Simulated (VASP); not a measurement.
The input files of a VASP run:

**POSCAR**
```
LiCl
1
   -0.0000000000     2.3144686949     2.3144686949
    2.3144686949    -0.0000000000     2.3144686949
    2.3144686949     2.3144686949     0.0000000000
Li Cl
1 1
Direct
  0.0000000000   0.0000000000   0.0000000000
  0.5000000000   0.5000000000   0.5000000000
```

### INCAR
```
ALGO=Normal
EDIFF=1E-7
EDIFFG=-0.01
ENCUT=600
GGA=PE
IBRION=2
ISIF=3
ISMEAR=0
LASPH=T
LCHARG=F
LREAL=F
LWAVE=F
NELM=100
NSW=40
PREC=Accurate
PSTRESS=200
SIGMA=0.05
SYSTEM=LiCl
```

**KPOINTS**
```
Automatic mesh
0
Gamma
8 8 8
0 0 0
```

POTCAR, in this order: Li_sv Cl (PBE.64 set). Program: vasp_std.

**Question.** Write an equivalent input for Quantum ESPRESSO's pw.x.

**Answer.** One equivalent input (not run):
```
&CONTROL
  calculation = 'vc-relax'
  pseudo_dir = './pseudo'
  outdir = './out'
  tprnfor = .true.
  tstress = .true.
  nstep = 40
  forc_conv_thr = 0.00039
/
&SYSTEM
  ibrav = 0
  nat = 2
  ntyp = 2
  ecutwfc = 74
  occupations = 'smearing'
  smearing = 'gaussian'
  degauss = 0.003675
  input_dft = 'pbe'
/
&ELECTRONS
  conv_thr = 7.3e-09
  electron_maxstep = 100
/
&IONS
/
&CELL
  press = 200
/
ATOMIC_SPECIES
  Li 6.940 Li.upf
  Cl 35.450 Cl.upf
CELL_PARAMETERS angstrom
    -0.0000000    2.3144687    2.3144687
     2.3144687   -0.0000000    2.3144687
     2.3144687    2.3144687    0.0000000
ATOMIC_POSITIONS crystal
  Li   0.0000000  0.0000000  0.0000000
  Cl   0.5000000  0.5000000  0.5000000
K_POINTS automatic
  8 8 8 0 0 0
```
The two are equivalent in intent, not identical: the potentials are each code's own (VASP's PAW set, PseudoDojo norm-conserving files in pw.x), so ENCUT and ecutwfc are chosen apart and not converted; conv_thr bounds pw.x's estimated SCF error, while EDIFF bounds the energy change between steps; forc_conv_thr acts on force components and is met together with etot_conv_thr.

The compound is LiCl in the rock salt structure. It was relaxed first under an external pressure of 20 GPa.
